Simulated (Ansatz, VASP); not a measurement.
# Cross-check of AlFe2Si2 between VASP and Ansatz

Aim: how closely do two programs agree when they are given the same cell, functional and k mesh? The cell is invented: As first built, before any earlier steps moved the atoms (in the runner's words): it takes the YFe2Si2 structure with some of its atoms replaced by other elements, volume scaled by an estimate. It may not be a known or stable phase. The cell is taken from a series of VASP runs on this material, whose earlier steps may have relaxed, scaled or displaced it; both programs get it as it stands.

Method: plane waves, with VASP 6.6.1 beside it; single point at PBE, in Ansatz 0.2.0.

## (1) Starting point

It takes space group I4/mmm (No. 139, tetragonal). Conventional cell: a = 3.898 Å, b = 3.898 Å, c = 8.875 Å, α = 90.00°, β = 90.00°, γ = 90.00°. Nearest to Fe lie 4 Si at 2.23 Å and 4 Fe at 2.76 Å and 4 Al at 2.95 Å. Si has 4 Fe at 2.23 Å and 1 Si at 2.26 Å and 4 Al at 2.98 Å nearest. Nearest to Al lie 8 Fe at 2.95 Å and 8 Si at 2.98 Å. As first built, before any earlier steps moved the atoms (in the runner's words): sites of the YFe2Si2 structure (space group 139) filled with other elements, volume scaled by an estimate. Farther neighbours are not listed.

As a file:

```cif
data_structure
_symmetry_space_group_name_H-M 'I4/mmm'
_symmetry_Int_Tables_number 139
_cell_length_a 3.8985
_cell_length_b 3.8985
_cell_length_c 8.8754
_cell_angle_alpha 90.000
_cell_angle_beta 90.000
_cell_angle_gamma 90.000
_cell_volume 134.89
loop_
_atom_site_label
_atom_site_type_symbol
_atom_site_symmetry_multiplicity
_atom_site_Wyckoff_symbol
_atom_site_fract_x
_atom_site_fract_y
_atom_site_fract_z
_atom_site_occupancy
Fe1 Fe 4 d 0.00000 0.50000 0.25000 1
Si1 Si 4 e 0.50000 0.50000 0.12757 1
Al1 Al 2 a 0.00000 0.00000 0.00000 1
```

## (2) VASP: single point, PBE

With cell and atoms fixed, the geometry can't cause a difference; cores, projectors, grids and the points listed under the comparison can.

Lines of VASP's logs that name or quote its potential files are left out, and so is its time.

Input file INCAR:

```
SYSTEM = AlFe2Si2
PREC = Accurate
ENCUT = 400
EDIFF = 1E-06
NELM = 100
ISMEAR = -1
SIGMA = 0.05
LREAL = .FALSE.
ALGO = Normal
GGA = PE
NBANDS = 22
ISPIN = 2
MAGMOM = 3 3 0 0 0
LMAXMIX = 4
LORBIT = 11
LWAVE = .FALSE.
LCHARG = .FALSE.
KPAR = 2
ISIF = 2
```

Input file POSCAR:

```
AlFe2Si2
1.0
   -1.9492429797      1.9492429797      4.4377012230
    1.9492429797     -1.9492429797      4.4377012230
    1.9492429797      1.9492429797     -4.4377012230
Fe Si Al
2 2 1
Direct
    0.7500000000      0.2500000000      0.5000000000
    0.2500000000      0.7500000000      0.5000000000
    0.6275732250      0.6275732250      0.0000000000
    0.3724267750      0.3724267750      0.0000000000
    0.0000000000      0.0000000000      0.0000000000
```

Input file KPOINTS:

```
Automatic mesh
0
Gamma
8 8 8
0 0 0
```

Potentials, in the order of the species: Fe, Si and Al (PBE family, release 64).

Run with:

```sh
$ mpirun -np 2 vasp_std
```

Numbers of over 12 decimals in the logs are rounded to 6 here.

Output:

```text
[banner, memory and clock lines left out]
running    2 mpi-ranks, on    1 nodes
 distrk:  each k-point on    1 cores,    2 groups
 distr:  one band on    1 cores,    1 groups

 POSCAR found type information on POSCAR FeSiAl
 POSCAR found :  3 types and       5 ions
 LDA part: xc-table for (Slater+PW92), standard interpolation
 POSCAR, INCAR and KPOINTS ok, starting setup
 FFT: planning ... GRIDC
 FFT: planning ... GRID_SOFT
 FFT: planning ... GRID
 WAVECAR not read
 entering main loop
       N       E                     dE             d eps       ncg     rms          rms(c)
DAV:   1     0.131434765854E+03    0.13143E+03   -0.89397E+03  5192   0.964E+02
DAV:   2    -0.260487293300E+02   -0.15748E+03   -0.14779E+03  5192   0.248E+02
DAV:   3    -0.344333102056E+02   -0.83846E+01   -0.80480E+01  6626   0.663E+01
DAV:   4    -0.347461896174E+02   -0.31288E+00   -0.31164E+00  6506   0.125E+01
DAV:   5    -0.347587523851E+02   -0.12563E-01   -0.12558E-01  6870   0.241E+00    0.233E+01
DAV:   6    -0.451251194543E+02   -0.10366E+02   -0.91640E+01  7194   0.137E+02    0.366E+01
DAV:   7    -0.313126944415E+02    0.13812E+02   -0.54689E+01  6726   0.108E+02    0.641E+00
DAV:   8    -0.315684746626E+02   -0.25578E+00   -0.30473E+00  6342   0.927E+00    0.318E+00
DAV:   9    -0.315248204698E+02    0.43654E-01   -0.36468E-01  7472   0.625E+00    0.159E+00
DAV:  10    -0.315282083998E+02   -0.33879E-02   -0.33639E-02  7012   0.149E+00    0.957E-01
DAV:  11    -0.315302101753E+02   -0.20018E-02   -0.49425E-03  8246   0.643E-01    0.434E-01
DAV:  12    -0.315315952735E+02   -0.13851E-02   -0.35719E-03  8128   0.593E-01    0.181E-01
DAV:  13    -0.315319602494E+02   -0.36498E-03   -0.79656E-04  8292   0.268E-01    0.828E-02
DAV:  14    -0.315320837969E+02   -0.12355E-03   -0.17257E-04  8184   0.129E-01    0.803E-02
DAV:  15    -0.315321935655E+02   -0.10977E-03   -0.24553E-04  8232   0.175E-01    0.512E-02
DAV:  16    -0.315322553153E+02   -0.61750E-04   -0.20034E-04  8238   0.152E-01    0.360E-02
DAV:  17    -0.315322883770E+02   -0.33062E-04   -0.15799E-04  8202   0.138E-01    0.141E-02
DAV:  18    -0.315322999830E+02   -0.11606E-04   -0.65727E-05  8322   0.857E-02    0.876E-03
DAV:  19    -0.315323027980E+02   -0.28150E-05   -0.17138E-05  8084   0.444E-02    0.316E-03
DAV:  20    -0.315323034457E+02   -0.64775E-06   -0.71409E-07  3040   0.876E-03
   1 F= -.31532303E+02 E0= -.31513635E+02  d E =-.373377E-01  mag=    -0.0000
```

OUTCAR, selected parts (step 2):

```text
ion  position               nearest neighbor table
   1  0.750  0.250  0.500-   4 2.23   3 2.23   4 2.23   3 2.23   2 2.76   2 2.76   2 2.76   2 2.76
                             5 2.95   5 2.95   5 2.95   5 2.95
   2  0.250  0.750  0.500-   4 2.23   3 2.23   4 2.23   3 2.23   1 2.76   1 2.76   1 2.76   1 2.76
                             5 2.95   5 2.95   5 2.95   5 2.95
   3  0.628  0.628  0.000-   2 2.23   1 2.23   1 2.23   2 2.23   4 2.26   5 2.98   5 2.98   5 2.98
                             5 2.98
   4  0.372  0.372  0.000-   2 2.23   1 2.23   1 2.23   2 2.23   3 2.26   5 2.98   5 2.98   5 2.98
                             5 2.98
   5  0.000  0.000  0.000-   1 2.95   2 2.95   1 2.95   2 2.95   1 2.95   2 2.95   1 2.95   2 2.95
                             3 2.98   4 2.98   3 2.98   4 2.98   3 2.98   4 2.98   3 2.98   4 2.98

  LATTYP: Found a body centered tetragonal cell.
 ALAT       =     3.8984859594
 C/A-ratio  =     2.2766280393

 Subroutine GETGRP returns: Found 16 space group operations
 (whereof 16 operations were pure point group operations)

The static configuration has the point symmetry D_4h.

 Found     59 irreducible k-points:

   k-points           NKPTS =     59   k-points in BZ     NKDIM =     59   number of bands    NBANDS=     22

   dimension x,y,z NGX =    36 NGY =   36 NGZ =   36
   dimension x,y,z NGXF=    72 NGYF=   72 NGZF=   72

   ENCUT  =  400.0 eV  29.40 Ry    5.42 a.u.   8.52  8.52  8.52*2*pi/ulx,y,z

   NELECT =      27.0000    total number of electrons

 k-points in reciprocal lattice and weights: Automatic mesh
   0.00000000  0.00000000  0.00000000       0.002
   0.12500000  0.00000000  0.00000000       0.016
   0.25000000  0.00000000  0.00000000       0.016
   0.37500000  0.00000000  0.00000000       0.016
   0.50000000  0.00000000  0.00000000       0.008
   0.12500000  0.12500000  0.00000000       0.016
   0.25000000  0.12500000  0.00000000       0.031
   0.37500000  0.12500000  0.00000000       0.031
   0.50000000  0.12500000  0.00000000       0.031
[...]
-0.37500000 -0.37500000  0.37500000       0.004
   0.50000000  0.50000000  0.50000000       0.002

 average (electrostatic) potential at core
       1 -41.0357       2 -41.0357       3 -80.8517       4 -80.8517       5 -73.6150

 E-fermi :   7.9028

 spin component 1
 k-point     1 :       0.0000    0.0000    0.0000
  band No.  band energies     occupation
    ...
      8       6.3698      1.00000
      9       6.4328      1.00000
     10       6.4328      1.00000
     11       7.4133      0.99994
     12       7.7274      0.97092
     13       8.1713      0.00463
     14       8.1713      0.00463
     15       8.5705      0.00000
     16       8.9253      0.00000
     17       9.8648      0.00000
    ...

 k-point     2 :       0.1250    0.0000    0.0000
  band No.  band energies     occupation
    ...
      9       6.2973      1.00000
     10       6.7221      1.00000
     11       7.3299      0.99999
     12       7.6277      0.99594
     13       7.8101      0.86473
     14       7.9428      0.31003
     15       8.9343      0.00000
     16       8.9693      0.00000
     17       9.2256      0.00000
     18      10.0647      0.00000
    ...

 k-point     3 :       0.2500    0.0000    0.0000
  band No.  band energies     occupation
    ...
      9       6.0017      1.00000
     10       7.0379      1.00000
     11       7.2132      1.00000
     12       7.3671      0.99998
     13       7.3737      0.99997
     14       7.9066      0.48125
     15       8.7485      0.00000
     16       9.2993      0.00000
     17       9.6755      0.00000
     18      10.7366      0.00000
    ...

 k-point     4 :       0.3750    0.0000    0.0000
  band No.  band energies     occupation
    ...
      9       5.9064      1.00000
     10       6.8042      1.00000
     11       6.8734      1.00000
     12       6.9032      1.00000
     13       7.3346      0.99999
     14       7.9721      0.20029
     15       9.0911      0.00000
     16       9.5191      0.00000
     17      10.5285      0.00000
     18      10.7831      0.00000
    ...

 k-point     5 :       0.5000    0.0000    0.0000
  band No.  band energies     occupation
    ...
      9       6.2502      1.00000
     10       6.4811      1.00000
     11       6.5938      1.00000
     12       6.6097      1.00000
     13       7.3456      0.99999
     14       7.9820      0.17024
     15       9.4002      0.00000
     16       9.6878      0.00000
     17      10.3814      0.00000
     18      11.1474      0.00000
    ...

 k-point     6 :       0.1250    0.1250    0.0000
  band No.  band energies     occupation
    ...
      9       6.2300      1.00000
     10       6.9212      1.00000
     11       7.1733      1.00000
     12       7.5498      0.99914
     13       7.6175      0.99669
     14       8.0062      0.11230
     15       8.6081      0.00000
     16       9.3096      0.00000
     17       9.3104      0.00000
     18      10.6611      0.00000
    ...

  Total        0.0070976      0.0070976     -0.0086003      0.0000000      0.0000000     -0.0000000
  in kB        0.1686045      0.1686045     -0.2043030      0.0000000      0.0000000     -0.0000000
  external PRESSURE =       0.0443020 kB  Pullay stress =       0.0000000 kB

  energy-cutoff  :      400.00
  volume of cell :       67.45
      direct lattice vectors                 reciprocal lattice vectors
    -1.949242980  1.949242980  4.437701223     0.000000000  0.256509838  0.112670947
     1.949242980 -1.949242980  4.437701223     0.256509838  0.000000000  0.112670947
     1.949242980  1.949242980 -4.437701223     0.256509838  0.256509838  0.000000000

 POSITION                                       TOTAL-FORCE (eV/Angst)
 -----------------------------------------------------------------------------------
      0.00000      1.94924      2.21885        -0.000000     -0.000000     -0.000000
      1.94924      0.00000      2.21885        -0.000000     -0.000000     -0.000000
      0.00000      0.00000      5.56996         0.000000      0.000000     -0.004832
      0.00000      0.00000      3.30544         0.000000      0.000000      0.004832
      0.00000      0.00000      0.00000        -0.000000     -0.000000      0.000000
 -----------------------------------------------------------------------------------
    total drift:                               -0.000000     -0.000000     -0.000000

  FREE ENERGIE OF THE ION-ELECTRON SYSTEM (eV)
  ---------------------------------------------------
  free  energy   TOTEN  =       -31.5323034457 eV

  energy  without entropy=      -31.4949657191  energy(sigma->0) =      -31.51363458

 total charge
# of ion       s       p       d       tot
------------------------------------------
    1        0.458   0.553   6.583   7.593
    2        0.458   0.553   6.583   7.593
    3        0.781   0.965   0.000   1.746
    4        0.781   0.965   0.000   1.746
    5        0.379   0.261   0.000   0.640
--------------------------------------------------
tot          2.857   3.298  13.165  19.320

 magnetization (x)
# of ion       s       p       d       tot
------------------------------------------
    1       -0.000  -0.000  -0.000  -0.000
    2       -0.000  -0.000  -0.000  -0.000
    3       -0.000   0.000   0.000   0.000
    4       -0.000   0.000   0.000   0.000
    5       -0.000   0.000   0.000  -0.000
--------------------------------------------------
tot         -0.000   0.000  -0.001  -0.001

[... 6 further parts left out ...]
```

The moments of VASP's start collapse, so its state is non-magnetic. LASPH is off, so gradient terms of the non-spherical density inside the spheres are left out; for open d or f shells this can shift gaps and moments.

[end of part 1 of 2]

[Lines on the potential files, build, host, timing and source positions are cut from VASP's logs without a mark.]

[Logs are printed without paths, hosts, clocks, repeated set-up lines and the standing remarks that a program may print on its own settings, such as how far it seeks lower states.]

[Hosts, paths, dates, database ids (printed as entryN), source tags and the programs' standing remarks are cut or masked in the printed files.]
